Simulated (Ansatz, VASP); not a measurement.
# Hf25Si56O51 (amorphous HfO2 against Si(100), +1 O) in two plane-wave programs

Wanted: the spread between two codes on one cell, functional and k mesh. The cell is taken from a series of runs on this material, whose earlier steps may have relaxed, scaled, displaced or heated it; both programs get it as it stands.

Calculated with Ansatz 0.2.0; plane waves, with VASP 6.6.1 beside it; single point at PBE.

### Step 1. The starting structure

The cell holds 132 atoms: 56 Si, 25 Hf and 51 O. Its edges and angles: a = 10.900 Å, b = 10.900 Å, c = 18.423 Å, α = 90.0°, β = 90.0°, γ = 90.0°. It derives from Si (7 planes of diamond Si(100)). A slab of 7 planes of diamond Si(100) (starting lattice constant a = 5.45 A), 10.90 x 10.90 A in plane. 76 atoms (25 Hf, 51 O) packed at random between the slab and its periodic image at 8.5 g/cm^3 (a layer of 8.7 A) and pushed apart as soft spheres. Langevin MD at fixed cell with the MACE-MP-0b2 small potential (Batatia et al., arXiv:2401.00096), steps of 2 fs: 0.84 ps at 3200 K with the crystal held, 3200 to 800 K in 2.4 ps with the crystal held, 800 to 300 K in 1.2 ps with its inner planes held; soft walls kept the melt out of the crystal while it was held. Then all atoms and the cell's height relaxed. The structure's axis is c.

### Step 2. VASP: single point, PBE

With cell and atoms fixed, the geometry can't cause a difference; cores, projectors, grids and the points listed under the comparison can.

Lines of VASP's logs that name or quote its potential files are left out, and so is its time.

INCAR

```
SYSTEM = Hf25Si56O51
PREC = Accurate
ENCUT = 520
EDIFF = 1E-06
NELM = 120
ISMEAR = -1
SIGMA = 0.025
LREAL = Auto
ALGO = Normal
GGA = PE
NBANDS = 482
LASPH = .TRUE.
LORBIT = 11
LWAVE = .FALSE.
LCHARG = .FALSE.
ISIF = 2
GGA_COMPAT = .FALSE.
```

POSCAR

```
Hf25Si56O51
1.0
   10.9000000000      0.0000000000      0.0000000000
    0.0000000000     10.9000000000      0.0000000000
    0.0000000000      0.0000000000     18.4230100000
Si Hf O
56 25 51
Direct
    0.9958300000      0.9974400000      0.2666100000
    0.0823600000      0.0869600000      0.0473100000
    0.9970500000      0.2455500000      0.1219300000
    0.1214000000      0.3699800000      0.1965300000
    0.2445000000      0.9911000000      0.1172600000
    0.3693700000      0.1207800000      0.1919800000
    0.2479300000      0.2463000000      0.2672500000
    0.3725900000      0.3910200000      0.0523700000
    0.1207400000      0.1247900000      0.3401300000
    0.9984700000      0.2440100000      0.4194600000
    0.1228700000      0.3849200000      0.4839200000
    0.2414700000      0.0067400000      0.4201500000
    0.3634800000      0.1453000000      0.4869700000
    0.3726500000      0.3752900000      0.3369700000
    0.9968600000      0.4992000000      0.2694900000
    0.0771000000      0.5746000000      0.0513100000
    0.9982700000      0.7487000000      0.1163300000
    0.1233100000      0.8703800000      0.1937400000
    0.2426800000      0.5027200000      0.1252100000
    0.3717900000      0.6298000000      0.1979200000
    0.2481400000      0.7546100000      0.2713400000
    0.3786100000      0.8787300000      0.0266800000
    0.1239400000      0.6291400000      0.3435000000
    0.9948000000      0.7541300000      0.4192100000
    0.0763800000      0.9167100000      0.4952400000
    0.2558800000      0.5018800000      0.4122600000
    0.4140500000      0.5996400000      0.4786000000
    0.3721300000      0.8794100000      0.3470300000
    0.4980400000      0.0021100000      0.2688400000
    0.6051100000      0.1094900000      0.0359400000
[... 96 atom lines left out ...]
    0.5562800000      0.6576500000      0.6453000000
    0.9750000000      0.9978200000      0.6934100000
    0.4369700000      0.7582000000      0.9728000000
    0.3528700000      0.6828700000      0.5497600000
    0.0494500000      0.5235700000      0.5151800000
    0.3925700000      0.2326800000      0.9203600000
```

KPOINTS

```
Automatic mesh
0
Gamma
1 1 1
0 0 0
```

PAW data sets: Si, Hf_pv and O (PBE family, release 64).

The run is started by

```sh
> export OMP_NUM_THREADS=3
> mpirun -np 1 vasp_gam
```

Numbers of over 12 decimals in the logs are rounded to 6 here.

The log of the run:

```text
[banner, memory and clock lines left out]
running    1 mpi-ranks, on    1 nodes
[...]
Offloading initialized ...    1 GPUs detected
[...]
LDA part: xc-table for (Slater+PW92), standard interpolation
 POSCAR, INCAR and KPOINTS ok, starting setup
[...]
entering main loop
       N       E                     dE             d eps       ncg     rms          rms(c)
DAV:   1     0.640102039603E+04    0.64010E+04   -0.44211E+05  1020   0.157E+03
DAV:   2    -0.471677715357E+03   -0.68727E+04   -0.65786E+04  1150   0.387E+02
DAV:   3    -0.116027634261E+04   -0.68860E+03   -0.68095E+03  1184   0.106E+02
DAV:   4    -0.117969385078E+04   -0.19418E+02   -0.19302E+02  1128   0.192E+01
[...]
DAV:  22    -0.103326322675E+04   -0.79232E-05   -0.51664E-05  1136   0.118E-02    0.233E-02
DAV:  23    -0.103326322724E+04   -0.49389E-06   -0.18503E-05  1176   0.705E-03    0.146E-02
DAV:  24    -0.103326322780E+04   -0.56317E-06   -0.33514E-06   856   0.332E-03
   1 F= -.10332632E+04 E0= -.10332266E+04  d E =-.732993E-01
```

Parts of OUTCAR (step 2):

```text
  FREE ENERGIE OF THE ION-ELECTRON SYSTEM (eV)
  ---------------------------------------------------
  free  energy   TOTEN  =     -1033.2632278044 eV

  energy  without entropy=    -1033.1899285470  energy(sigma->0) =    -1033.22657818

[... 2 further parts left out ...]
[key lines of the parts left out:]
E-fermi :   5.6639
```

The run ends at a pressure of -0.62 GPa, with forces up to 2.0 eV/Å.

### Step 3. Ansatz: single point, PBE

Ansatz runs on its default PAW (the set named soft_2) files.

The same cell, functional, mesh and smearing now go to Ansatz, which takes its cutoff from its data sets.

input.yaml

```yaml
crystal:
  lattice:
    - [10.9, 0.0, 0.0]
    - [0.0, 10.9, 0.0]
    - [0.0, 0.0, 18.42301]
  atoms:
    - { symbol: Si, position: [0.99583, 0.99744, 0.26661] }
    - { symbol: Si, position: [0.08236, 0.08696, 0.04731] }
    - { symbol: Si, position: [0.99705, 0.24555, 0.12193] }
    - { symbol: Si, position: [0.1214, 0.36998, 0.19653] }
    - { symbol: Si, position: [0.2445, 0.9911, 0.11726] }
    - { symbol: Si, position: [0.36937, 0.12078, 0.19198] }
    - { symbol: Si, position: [0.24793, 0.2463, 0.26725] }
    - { symbol: Si, position: [0.37259, 0.39102, 0.05237] }
    - { symbol: Si, position: [0.12074, 0.12479, 0.34013] }
    - { symbol: Si, position: [0.99847, 0.24401, 0.41946] }
    - { symbol: Si, position: [0.12287, 0.38492, 0.48392] }
    - { symbol: Si, position: [0.24147, 0.00674, 0.42015] }
    - { symbol: Si, position: [0.36348, 0.1453, 0.48697] }
    - { symbol: Si, position: [0.37265, 0.37529, 0.33697] }
    - { symbol: Si, position: [0.99686, 0.4992, 0.26949] }
    - { symbol: Si, position: [0.0771, 0.5746, 0.05131] }
    - { symbol: Si, position: [0.99827, 0.7487, 0.11633] }
    - { symbol: Si, position: [0.12331, 0.87038, 0.19374] }
    - { symbol: Si, position: [0.24268, 0.50272, 0.12521] }
    - { symbol: Si, position: [0.37179, 0.6298, 0.19792] }
    - { symbol: Si, position: [0.24814, 0.75461, 0.27134] }
    - { symbol: Si, position: [0.37861, 0.87873, 0.02668] }
    - { symbol: Si, position: [0.12394, 0.62914, 0.3435] }
    - { symbol: Si, position: [0.9948, 0.75413, 0.41921] }
    - { symbol: Si, position: [0.07638, 0.91671, 0.49524] }
    - { symbol: Si, position: [0.25588, 0.50188, 0.41226] }
    - { symbol: Si, position: [0.41405, 0.59964, 0.4786] }
    - { symbol: Si, position: [0.37213, 0.87941, 0.34703] }
    - { symbol: Si, position: [0.49804, 0.00211, 0.26884] }
    - { symbol: Si, position: [0.60511, 0.10949, 0.03594] }
[... 96 atom lines left out ...]
    - { symbol: O, position: [0.55628, 0.65765, 0.6453] }
    - { symbol: O, position: [0.975, 0.99782, 0.69341] }
    - { symbol: O, position: [0.43697, 0.7582, 0.9728] }
    - { symbol: O, position: [0.35287, 0.68287, 0.54976] }
    - { symbol: O, position: [0.04945, 0.52357, 0.51518] }
    - { symbol: O, position: [0.39257, 0.23268, 0.92036] }
kpoints:
  mp_grid: { grid: [1, 1, 1] }
hamiltonian:
  xc: pbe
scf:
  occupations: { method: fermi_dirac, width: 0.025 }
output:
  forces: true
```

The run is started by

```sh
> ansatz run input.yaml --threads 8 --pin off --max-ram 15872MiB --backend cpu --events-out ev --progress --plain --runs-dir out
```

The log of the run:

```text
Engine: ansatz 0.2.0, aarch64-unknown-linux-gnu
Pseudopotentials: kind: paw
Pseudopotential: Si, paw, valence charge 4, recommended cutoff 420 eV (normal), Si.paw.azcp
Pseudopotential: Hf, paw, valence charge 26, recommended cutoff 420 eV (normal), Hf.paw.azcp
Pseudopotential: O, paw, valence charge 6, recommended cutoff 420 eV (normal), O.paw.azcp
Functional definition: PBE
  parameter kappa = 0.804
  parameter beta = 0.066725
  exchange = pbe_x(kappa = kappa, mu = beta*pi^2/3)
  correlation = pbe_c(beta = beta)
Crystal: 132 atoms, lattice volume = 2188.838 Å³
Basis set: ecut = 420 eV, 42789 PW (Γ), exchange–correlation on 150×150×250 points (8 copies of the dense FFT grid, shifted against one another)
Bands: 722, of which v1, the nominal top of the filled ones, is band 590 counted from 1 (589 counted from 0)
Symmetry: 1 space group operations
Space group: P1 (ITA 1), of the structure as read, at distance tolerance 1.3e-4 Å
k-points: 1
Non-local potential: Si, projectors of the file, l = 0: 2, l = 1: 2, l = 2: 2
Non-local potential: Hf, projectors of the file, l = 0: 3, l = 1: 2, l = 2: 2, l = 3: 3
Non-local potential: O, projectors of the file, l = 0: 2, l = 1: 2, l = 2: 1
PAW form: soft (Blöchl's): semilocal exchange-correlation on the pseudo side does not see the compensation charge
PAW one-centre angular grid: Si, 110 points (default); XC on 64 Gauss nodes
PAW one-centre angular grid: Hf, 590 points (default); XC on 64 Gauss nodes
PAW one-centre angular grid: O, 110 points (default); XC on 64 Gauss nodes
Initial density: superposition of atomic densities (neutral atoms: chi_scale 0, normalization atom), corrected by the library's trained network
Initial wavefunctions: pseudopotential atomic-orbital guess
Functional: x = pbe(κ = 0.804, μ = 0.219515), c = pbe(β = 0.066725)
SCF iter   1: F=—  HF=-457674.939513 eV  |F-HF|=—  |Δ(HF+E_count)|=         —  Δρ=5.99e-3  dr2=2.71e0  ethr=1.77e-3  ⟨swp⟩=6.0  Hψ=3001  notcnv=0  defer=6
preconditioner: auto → LDOS  [insulator: Δε(μ)=0.101 eV  Ē_g=12.304 eV  σ=0.025 eV  W_gap=0.76  n_scr=546 (ndim 8)  ℏωp=24.8 eV  f_vac=0.054  D(μ)=20.67/eV (n_scr^D=74)  ε∞_Penn≈5.1  β→1.0]
SCF iter   2: F=—  HF=-457674.893395 eV  |F-HF|=—  |Δ(HF+E_count)|=   4.61e-2  Δρ=5.86e-3  dr2=1.64e0  ethr=2.30e-4  ⟨swp⟩=3.0  Hψ=1364  notcnv=0  defer=107
SCF iter   3: F=—  HF=-457674.690751 eV  |F-HF|=—  |Δ(HF+E_count)|=   2.03e-1  Δρ=2.56e-3  dr2=3.39e-1  ethr=1.39e-4  ⟨swp⟩=3.0  Hψ=1143  notcnv=0  defer=107
SCF iter   4: F=—  HF=-457674.658548 eV  |F-HF|=—  |Δ(HF+E_count)|=   3.22e-2  Δρ=8.67e-4  dr2=6.54e-2  ethr=2.88e-5  ⟨swp⟩=2.0  Hψ=1089  notcnv=0  defer=69
automatic band count: iteration 4 solves 684 bands in place of 722: the levels show a gap, and the empty bands left out lie too high to hold charge; the band table lists the bands solved (type scf.n_extra_bands for more)
SCF iter   5: F=—  HF=-457674.654855 eV  |F-HF|=—  |Δ(HF+E_count)|=   3.69e-3  Δρ=5.87e-4  dr2=1.23e-2  ethr=5.54e-6  ⟨swp⟩=2.0  Hψ=1067  notcnv=0  defer=69
SCF iter   6: F=—  HF=-457674.653334 eV  |F-HF|=—  |Δ(HF+E_count)|=   1.52e-3  Δρ=2.28e-4  dr2=2.08e-3  ethr=1.04e-6  ⟨swp⟩=2.0  Hψ=1267  notcnv=0  defer=69
SCF iter   7: F=—  HF=-457674.653292 eV  |F-HF|=—  |Δ(HF+E_count)|=   4.13e-5  Δρ=1.37e-4  dr2=7.35e-4  ethr=1.76e-7  ⟨swp⟩=2.0  Hψ=1102  notcnv=0  defer=69
SCF iter   8: F=—  HF=-457674.653236 eV  |F-HF|=—  |Δ(HF+E_count)|=   5.64e-5  Δρ=6.82e-5  dr2=2.09e-4  ethr=6.22e-8  ⟨swp⟩=2.0  Hψ=1096  notcnv=0  defer=69
SCF iter   9: F=—  HF=-457674.653157 eV  |F-HF|=—  |Δ(HF+E_count)|=   7.91e-5  Δρ=4.05e-5  dr2=7.34e-5  ethr=1.77e-8  ⟨swp⟩=2.0  Hψ=1082  notcnv=0  defer=69
SCF iter  10: F=—  HF=-457674.649411 eV  |F-HF|=—  |Δ(HF+E_count)|=   3.75e-3  Δρ=2.25e-5  dr2=1.90e-5  ethr=6.22e-9  ⟨swp⟩=2.0  Hψ=1176  notcnv=0  defer=69
SCF iter  11: F=—  HF=-457674.649410 eV  |F-HF|=—  |Δ(HF+E_count)|=   8.10e-7  Δρ=1.34e-5  dr2=6.43e-6  ethr=1.61e-9  ⟨swp⟩=2.0  Hψ=1082  notcnv=0  defer=69
SCF iter  12: F=—  HF=-457674.649410 eV  |F-HF|=—  |Δ(HF+E_count)|=   4.50e-8  Δρ=8.82e-6  dr2=2.74e-6  ethr=5.45e-10  ⟨swp⟩=2.0  Hψ=1082  notcnv=0  defer=69
SCF iter  13: F=—  HF=-457674.649410 eV  |F-HF|=—  |Δ(HF+E_count)|=   8.40e-8  Δρ=4.19e-6  dr2=6.51e-7  ethr=2.33e-10  ⟨swp⟩=2.0  Hψ=1102  notcnv=0  defer=69
SCF iter  14: F=—  HF=-457674.649410 eV  |F-HF|=—  |Δ(HF+E_count)|=   1.69e-9  Δρ=2.62e-6  dr2=2.29e-7  ethr=5.52e-11  ⟨swp⟩=2.0  Hψ=1082  notcnv=0  defer=69
SCF iter  15: F=—  HF=-457674.649410 eV  |F-HF|=—  |Δ(HF+E_count)|=   2.44e-9  Δρ=1.75e-6  dr2=1.03e-7  ethr=8.47e-12  ⟨swp⟩=4.0  Hψ=1963  notcnv=0
SCF iter  16: F=-457674.649410 eV  HF=-457674.649410 eV  |F-HF|=2.44e-8  |Δ(HF+E_count)|=   2.04e-9  Δρ=9.57e-7  dr2=3.47e-8  ethr=8.47e-12  ⟨swp⟩=4.0  Hψ=1904  notcnv=0
SCF 1 converged in 16 iterations: F = -457674.649410 eV  dr2 = 3.47e-8
  greatest PAW one-centre occupation: 0.999 electrons in one spin orbital (limit 2), on the Hf atom at site 68 (counted from 0), in its partial waves of l = 0
SCF converged after 16 iterations
Free energy (F): -457674.649410 eV
Harris-Foulkes:  -457674.649410 eV  (|F-HF|=2.44e-8)
Internal energy: -457674.575922 eV  (E = F + TS)
E sigma→0 (E₀):  -457674.612666 eV
Entropy (-TS):   -0.073488 eV (-0.557 meV/atom)
Fermi energy:    10.257841 eV
--- Per-component energies (eV) ---
  E_band       = -6029.246692
  E_kinetic    = 21720.282337
  E_local      = -631638.322044  (includes V_loc(G=0)·N_el)
  E_nonlocal   = -27192.356197
  E_hartree    = 305735.149939
  E_xc         = -14332.284160
  E_vxc        = -14045.076405  (∫ρ·V_xc dr)
  E_paw        = -209957.193055  (= ΣΔE_a)
  E_vpaw       = 33655.746805  (= ΣTr[D̂ρ^β])
  E_aug_tail   = 0.126039  (compensation charges beyond the density's cutoff)
  E_ewald      = 97990.021219
  E_smearing   = -0.073488  (= −TS)
  E_closure    = -0.000000  (closes the sum)
  Σ components = -457674.649410   (vs F -457674.649410, Δ=0.00e0)
--- Forces (eV/Å), atoms counted from 1 ---
  atom   1  Si    -0.02217480    -0.01904053    -0.10274417
  atom   2  Si     0.21880371    -0.12291737     0.24064987
  atom   3  Si     0.18693467     0.02653811    -0.19243915
  atom   4  Si    -0.10256573    -0.10813135    -0.06358489
  atom   5  Si    -0.09234316    -0.15122063    -0.69944434
  atom   6  Si    -0.04632442     0.04713172    -0.24956479
  atom   7  Si     0.09054850     0.14307294    -0.03803598
  atom   8  Si    -0.31160360    -0.10323264     0.07859848
  atom   9  Si     0.12730235    -0.11021288     0.24615142
  atom  10  Si    -0.29453640    -0.10495705     0.22846720
  atom  11  Si     0.73104529    -0.03058422     0.52520849
  atom  12  Si     0.10787015     0.02912203     0.17627430
  atom  13  Si     0.04005578    -0.12583663     0.32598154
  atom  14  Si     0.43106374    -0.00855309    -0.06820813
  atom  15  Si     0.06114005     0.14371687     0.00400426
  atom  16  Si    -0.49120846     0.09818857     1.38041582
  atom  17  Si    -0.05886894     0.04337549    -0.25264251
  atom  18  Si     0.09482589    -0.07195104    -0.09609118
  atom  19  Si    -0.00780766     0.21589696     0.21966628
  atom  20  Si     0.02722108     0.16023623    -0.20964368
  atom  21  Si     0.17078641    -0.00561756     0.12428313
  atom  22  Si     0.40458731     0.01758960     1.93808051
  atom  23  Si    -0.01492201     0.02150101     0.18880894
  atom  24  Si     0.22056664     0.46243578     0.27139523
[...]
atom 125  O      0.03470875    -0.05621567    -0.11826887
  atom 126  O     -0.00037511     0.01897129     0.36921229
  atom 127  O     -0.28458704     0.03021674    -0.11197773
  atom 128  O      0.09621603     0.21137251     0.35733815
  atom 129  O     -0.75986234    -0.49501617    -0.08685054
  atom 130  O      0.15755322     0.02800282    -0.01896148
  atom 131  O     -0.15511456    -0.36639520    -0.27381362
  atom 132  O     -0.21324314    -0.02573964     0.12805230
  max |Σ_I F_I| component: 7.62e-5 eV/Å
```

### Step 4. Comparison

Known differences besides the potentials themselves: the data sets hold 1180 valence electrons in Ansatz (on its default PAW (the set named soft_2) files) and 780 in VASP; the cutoff is 420 eV in Ansatz and 520 eV in VASP (PREC = Accurate, projectors in real space). Total energies have different zeros and are not compared.

Both answers:

| quantity | Ansatz | VASP | difference |
| --- | --- | --- | --- |
| gap on the k mesh (eV) | 0.066 | 0.066 | 0.000 |

Forces on 9 of the 132 atoms, those with the largest forces and the largest differences (eV/Å; atoms numbered as in POSCAR):

| atom | Ansatz x, y, z | VASP x, y, z |
| --- | --- | --- |
| Si16 | -0.491, 0.098, 1.380 | -0.494, 0.095, 1.398 |
| Si22 | 0.405, 0.018, 1.938 | 0.398, 0.015, 1.968 |
| Si53 | 0.160, 0.898, -1.035 | 0.159, 0.897, -1.070 |
| Hf62 | -0.648, 0.898, 1.198 | -0.584, 0.902, 1.105 |
| Hf63 | 0.044, -0.037, -0.255 | 0.081, 0.058, -0.043 |
| Hf65 | -1.306, -0.105, -0.345 | -1.216, -0.111, -0.167 |
| Hf66 | -0.629, 0.293, -1.335 | -0.675, 0.200, -1.157 |
| Hf79 | -0.514, 0.977, -1.087 | -0.542, 0.925, -0.997 |
| O95 | -0.299, 0.421, 0.088 | -0.413, 0.507, 0.230 |

The forces differ by 49 meV/Å r.m.s., which is 14.4 % of the r.m.s. force of 0.338 eV/Å (both taken over all components). A gap on the mesh is an upper bound, since the band edges may lie between its points; neither run holds spin-orbit coupling, which can move the band edges of a compound of Hf.

### Step 5. Outcome

```yaml
r_m_s_force_difference_single_point_pbe: 14 % of the r.m.s. force
```

**Reading.** The r.m.s. force difference is 14 % of the r.m.s. force (single point, PBE), beyond the 3 % picked in this series as the mark of a large difference. The data sets hold unlike numbers of valence electrons (1180 in Ansatz and 780 in VASP), so part of the differences comes from the potentials. What causes the difference of the single point, PBE pair stays open here. How closely two codes agree says nothing of how well the functional describes the real material.

[Lines on the potential files, build, host, timing and source positions are cut from VASP's logs without a mark.]

[Logs are printed without paths, hosts, clocks, repeated set-up lines and the standing remarks that a program may print on its own settings, such as how far it seeks lower states.]

[Hosts, paths, dates, database ids (printed as entryN), source tags and the programs' standing remarks are cut or masked in the printed files.]
